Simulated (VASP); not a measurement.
Level of theory: optB88-vdW, VASP's PBE PAW potentials (set 64) (plane waves; VASP).

Input for VASP

File POSCAR:
```
K
1
   -2.5792471313     2.5792471313     2.5792471313
    2.5792471313    -2.5792471313     2.5792471313
    2.5792471313     2.5792471313    -2.5792471313
K
1
Direct
  0.0000000000   0.0000000000   0.0000000000
```

INCAR:
```
SYSTEM = K
PREC = Accurate; ENCUT = 520; LREAL = .FALSE.
LASPH = .TRUE.
EDIFF = 1E-7; NELM = 100; ALGO = Normal
ISMEAR = 1; SIGMA = 0.1
GGA = BO; LUSE_VDW = .TRUE.; AGGAC = 0.0
PARAM1 = 0.1833333333; PARAM2 = 0.22
ISIF = 2
LWAVE = .FALSE.; LCHARG = .FALSE.
```

KPOINTS:
```
Regular mesh
0
gamma
  10 10 10
0 0 0
```

POTCAR, in this order: K_sv (PBE.64 set). Program: vasp_std.

Problem. What does the run give for the energy per atom (σ→0), band gap (on the k-mesh)?

Solution. 
```yaml
energy per atom (σ→0): 1.217 eV/atom
band gap (on the k-mesh): none (metal, semimetal or under 0.01 eV)
```

OSZICAR:
```
...
DAV:   7     0.121693348990E+01   -0.68627E-03   -0.30753E-03  1024   0.373E-01    0.403E-02
DAV:   8     0.121664668581E+01   -0.28680E-03   -0.46598E-04  1032   0.132E-01    0.109E-02
DAV:   9     0.121659134246E+01   -0.55343E-04   -0.11918E-04  1000   0.546E-02    0.447E-03
DAV:  10     0.121658708711E+01   -0.42553E-05   -0.79594E-06  1184   0.153E-02    0.144E-03
DAV:  11     0.121658591374E+01   -0.11734E-05   -0.20048E-06   960   0.594E-03    0.103E-03
DAV:  12     0.121658563195E+01   -0.28179E-06   -0.13636E-06   968   0.478E-03    0.145E-04
DAV:  13     0.121658561259E+01   -0.19357E-07   -0.36016E-08  1128   0.992E-04
   1 F= 0.12165856E+01 E0= 0.12169248E+01  d E =-.101758E-02
```

The compound is K in the bcc structure. It was relaxed first, which changed the volume by -7 %.
